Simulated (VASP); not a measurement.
A convergence study with VASP on CdS (zinc blende): one setting is varied, all else stays as given below, so the limit is that of these other settings.

```yaml
crystal:
  lattice:
    - [0.00000, 2.91000, 2.91000]
    - [2.91000, 0.00000, 2.91000]
    - [2.91000, 2.91000, 0.00000]
  atoms:
    - { symbol: Cd, position: [0.00000, 0.00000, 0.00000] }
    - { symbol: S, position: [0.25000, 0.25000, 0.25000] }
```

Calculation: LDA (Ceperley-Alder, Perdew-Zunger), VASP's LDA PAW potentials (set 64) (plane waves; VASP). The tightest run used: 550 eV cut-off, 17×17×17 Γ-centred mesh, Gaussian smearing of 0.050 eV, potentials Cd S.

**Question.** The settings run are 1×1×1 mesh; 2×2×2 mesh; 3×3×3 mesh; 4×4×4 mesh; 5×5×5 mesh; 6×6×6 mesh; 8×8×8 mesh; 9×9×9 mesh; 10×10×10 mesh; 11×11×11 mesh; 12×12×12 mesh; 13×13×13 mesh; 14×14×14 mesh; 15×15×15 mesh; 16×16×16 mesh; 17×17×17 mesh. From which on does the energy per atom stay within 0.01 eV/atom of the tightest run?

**Answer.** From 5×5×5 mesh on: it is off by 0.0053 there and by no more than 0.01 in any finer run, while 4×4×4 mesh is off by 0.0200.
| setting | E (eV/atom) | pressure (GPa) | irreducible k-points | difference judged (eV/atom) |
|---|---|---|---|---|
| 1×1×1 mesh | 1.9180 | 41.59 | 1 | 5.6189 |
| 2×2×2 mesh | -3.1812 | 1.79 | 3 | 0.5197 |
| 3×3×3 mesh | -3.6104 | -0.84 | 4 | 0.0905 |
| 4×4×4 mesh | -3.6809 | -1.43 | 8 | 0.0200 |
| 5×5×5 mesh | -3.6956 | -1.56 | 10 | 0.0053 |
| 6×6×6 mesh | -3.6993 | -1.60 | 16 | 0.0017 |
| 8×8×8 mesh | -3.7007 | -1.61 | 29 | 0.0002 |
| 9×9×9 mesh | -3.7008 | -1.61 | 35 | 0.0001 |
| 10×10×10 mesh | -3.7009 | -1.61 | 47 | 0.0000 |
| 11×11×11 mesh | -3.7009 | -1.61 | 56 | 0.0000 |
| 12×12×12 mesh | -3.7009 | -1.61 | 72 | 0.0000 |
| 13×13×13 mesh | -3.7009 | -1.61 | 84 | 0.0000 |
| 14×14×14 mesh | -3.7009 | -1.61 | 104 | 0.0000 |
| 15×15×15 mesh | -3.7009 | -1.61 | 120 | 0.0000 |
| 16×16×16 mesh | -3.7009 | -1.61 | 145 | 0.0000 |
| 17×17×17 mesh | -3.7009 | -1.61 | 165 | 0.0000 |

Left out are rungs that failed or repeat a setting and relaxations that didn't move; long series are thinned to 24 rows.

The compound is CdS in the zinc blende structure, a metastable form; wurtzite is the usual one. The cell was not relaxed at this level.
